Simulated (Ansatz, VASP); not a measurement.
# Ge (Germanium): VASP beside Ansatz

Aim: how closely do two programs agree when they are given the same cell, functional and k mesh? The cell is taken from a series of runs on this material, whose earlier steps may have relaxed, scaled, displaced or heated it; both programs get it as it stands.

Calculated with Ansatz 0.2.0; plane waves, with VASP 6.6.1 beside it; zone-centre phonons at PBEsol.

## 1. Set-up

Symmetry: R-3m, No. 166, trigonal system. Conventional cell: a = 3.973 Å, b = 3.973 Å, c = 9.866 Å, α = 90.00°, β = 90.00°, γ = 120.00°. Nearest to Ge lie 4 Ge at 2.44 to 2.46 Å.

## 2. Ansatz: zone-centre phonons, PBEsol

Ansatz runs on its PAW soft_1 files.

Second derivatives magnify differences that forces hide, and they need a tight electronic threshold.

File input.yaml:

```yaml
crystal:
  lattice:
    - [0.0257895057, 2.8351840198, 2.8351840198]
    - [2.8351840198, 0.0257895057, 2.8351840198]
    - [2.8351840198, 2.8351840198, 0.0257895057]
  atoms:
    - { symbol: Ge, position: [0.5005796096, 0.5005796096, 0.5005796096] }
    - { symbol: Ge, position: [0.7494203904, 0.7494203904, 0.7494203904] }
kpoints:
  mp_grid: { grid: [12, 12, 12], shift: [0.5, 0.5, 0.5] }
hamiltonian:
  xc: pbesol
  pseudopotentials: { kind: paw, azcp: { folder: soft_1 }, xc_functional: pbe }
scf:
  occupations: { method: gaussian, width: 0.015 }
output:
  eigenvalues: true
phonons:
  method: dfpt
```

Command:

```sh
> ansatz run input.yaml --threads 4 --pin off --max-ram 10240MiB --backend cpu --events-out ev --progress --plain --runs-dir out
```

Numbers of over 12 decimals in the logs are rounded to 6 here.

What it wrote:

```text
Engine: ansatz 0.2.0, aarch64-unknown-linux-gnu
Pseudopotentials: kind: paw
Pseudopotential: Ge, paw, valence charge 14, recommended cutoff 420 eV (normal), soft_1/Ge.paw.azcp
Functional definition: PBEsol
  exchange = pbesol_x
  correlation = pbesol_c
Crystal: 2 atoms, lattice volume = 44.958 Å³
Basis set: ecut = 420 eV, 893 PW (Γ), exchange–correlation on 64×64×64 points (8 copies of the dense FFT grid, shifted against one another)
Bands: 18, of which v1, the nominal top of the filled ones, is band 14 counted from 1 (13 counted from 0)
Symmetry: 12 space group operations
k-points: 468 of 1728 (irreducible under 2 space group operations, time reversal used)
Non-local potential: Ge, projectors of the file, l = 0: 2, l = 1: 2, l = 2: 3, l = 3: 1
PAW form: soft (Blöchl's): semilocal exchange-correlation on the pseudo side does not see the compensation charge
PAW frozen core: Ge, regenerated for the run's functional, and the local potential with it (the file was generated under x = pbe(κ = 0.804, μ = 0.219515), c = pbe(β = 0.066725))
PAW one-centre angular grid: Ge, 590 points (default); XC on 64 Gauss nodes
Initial density: superposition of atomic densities (chi_scale 0.1, normalization cell)
Initial wavefunctions: pseudopotential atomic-orbital guess
Functional: x = pbesol(κ = 0.804, μ = 0.123457), c = pbesol(β = 0.046)
SCF iter   1: F=—  HF=-8507.074512 eV  |F-HF|=—  |Δ(HF+E_count)|=         —  Δρ=3.56e-2  dr2=4.53e-1  ethr=3.10e-3  ⟨swp⟩=6.0  Hψ=38828  notcnv=0
preconditioner: auto → none  [insulator: Δε(μ)=0.381 eV  Ē_g=23.317 eV  σ=0.015 eV  W_gap=1.00  n_scr=14 (ndim 8)  ℏωp=29.3 eV  f_vac=0.000  D(μ)=0.00/eV (n_scr^D=0)  ε∞_Penn≈2.6]
SCF iter   2: F=—  HF=-8507.009310 eV  |F-HF|=—  |Δ(HF+E_count)|=   6.52e-2  Δρ=1.70e-2  dr2=8.54e-2  ethr=1.62e-3  ⟨swp⟩=2.0  Hψ=13840  notcnv=0
SCF iter   3: F=—  HF=-8507.002656 eV  |F-HF|=—  |Δ(HF+E_count)|=   6.65e-3  Δρ=1.68e-3  dr2=3.33e-4  ethr=3.05e-4  ⟨swp⟩=2.7  Hψ=12100  notcnv=0
SCF iter   4: F=—  HF=-8507.002815 eV  |F-HF|=—  |Δ(HF+E_count)|=   1.59e-4  Δρ=2.78e-4  dr2=2.79e-5  ethr=1.19e-6  ⟨swp⟩=2.0  Hψ=14560  notcnv=0
SCF iter   5: F=—  HF=-8507.002754 eV  |F-HF|=—  |Δ(HF+E_count)|=   6.13e-5  Δρ=8.70e-5  dr2=2.47e-6  ethr=9.97e-8  ⟨swp⟩=2.0  Hψ=14976  notcnv=0
SCF iter   6: F=—  HF=-8507.002753 eV  |F-HF|=—  |Δ(HF+E_count)|=   1.21e-6  Δρ=1.90e-5  dr2=1.22e-7  ethr=8.83e-9  ⟨swp⟩=2.0  Hψ=14976  notcnv=0
SCF iter   7: F=—  HF=-8507.002753 eV  |F-HF|=—  |Δ(HF+E_count)|=   3.18e-8  Δρ=4.87e-6  dr2=6.09e-9  ethr=4.37e-10  ⟨swp⟩=2.0  Hψ=14833  notcnv=0
SCF iter   8: F=—  HF=-8507.002753 eV  |F-HF|=—  |Δ(HF+E_count)|=   1.29e-9  Δρ=2.95e-7  dr2=3.78e-11  ethr=2.17e-11  ⟨swp⟩=2.0  Hψ=14976  notcnv=0
SCF iter   9: F=-8507.002753 eV  HF=-8507.002753 eV  |F-HF|=1.82e-12  |Δ(HF+E_count)|=  6.91e-11  Δρ=2.21e-8  dr2=1.21e-13  ethr=1.00e-12  ⟨swp⟩=5.8  Hψ=32286  notcnv=0
SCF 1 converged in 9 iterations: F = -8507.002753 eV  dr2 = 1.21e-13
  greatest PAW one-centre occupation: 0.998 electrons in one spin orbital (limit 2), on the Ge atom at site 1 (counted from 0), in its partial waves of l = 2
DFPT response loops at Γ: preconditioner auto → none (the input reference at scf.mixing.eps_inf says where Resta's filter doesn't serve); β = 0.50; Broyden in place of MSR1
SCF converged after 9 iterations
Free energy (F): -8507.002753 eV
Harris-Foulkes:  -8507.002753 eV  (|F-HF|=1.82e-12)
Internal energy: -8507.002753 eV  (E = F + TS)
E sigma→0 (E₀):  -8507.002753 eV
Fermi energy:    8.648929 eV
--- Per-component energies (eV) ---
  E_band       = -301.426823
  E_kinetic    = 186.066897
  E_local      = -4493.806591  (includes V_loc(G=0)·N_el)
  E_nonlocal   = 438.937848
  E_hartree    = 2140.727172
  E_xc         = -142.362620
  E_vxc        = -130.555216  (∫ρ·V_xc dr)
  E_paw        = -3944.889176  (= ΣΔE_a)
  E_vpaw       = -583.524159  (= ΣTr[D̂ρ^β])
  E_aug_tail   = 0.000036  (compensation charges beyond the density's cutoff)
  E_ewald      = -2693.512194
  E_core_change = 1.835876  (= ΣΔE_core)
  E_smearing   = -0.000000  (= −TS)
  E_closure    = -0.000000  (closes the sum)
  Σ components = -8507.002753   (vs F -8507.002753, Δ=0.00e0)
--- Band table (eV; the first three rows and the last of 468) ---
  k-point 0: bands = [... 10 lower, -4.3226, 7.7009, 8.4992, 8.4992, 9.1388, 11.0263, 11.1384, 11.1384]
  k-point 1: bands = [... 10 lower, -4.2086, 6.5913, 7.9213, 8.4165, 9.7172, 11.2622, 11.2991, 11.8004]
  k-point 2: bands = [... 10 lower, -3.9264, 5.0459, 7.4439, 8.0816, 9.6152, 11.6844, 11.9038, 12.9545]
  k-point 467: bands = [... 10 lower, -2.1959, 0.8661, 6.7859, 7.0450, 8.8545, 12.1020, 12.3041, 15.5417]
--- Phonons (Γ-DFPT): 1 representative perturbation + reference, on 468 of 1728 k-points (Σ response iterations 3) ---
  k mesh reduced under 2 symmetry operations, with k and −k counted as one. Each operation leaves every solved perturbation unchanged. A smaller set is not used because it would not reduce the number of displacements times k-points to solve
  ASR residual: 1.077e-6 → 0.000e0 eV/Å²; symmetrization residual: 1.990e-12 eV/Å²
  ASR residual per site (eV/Å²): 1.08e-6 1.08e-6
  Γ frequencies (cm⁻¹): 0.00 0.00 0.00 291.37 294.89 294.89
  non-analytic LO–TO correction: not included (Born effective charges unavailable; polar crystals: no LO–TO splitting at Γ)
```

(Continued in part 2 of 3.)

[Lines on the potential files, build, host, timing and source positions are cut from VASP's logs without a mark.]

[Logs are printed without paths, hosts, clocks, repeated set-up lines and the standing remarks that a program may print on its own settings, such as how far it seeks lower states.]

[Hosts, paths, dates, database ids (printed as entryN), source tags and the programs' standing remarks are cut or masked in the printed files.]
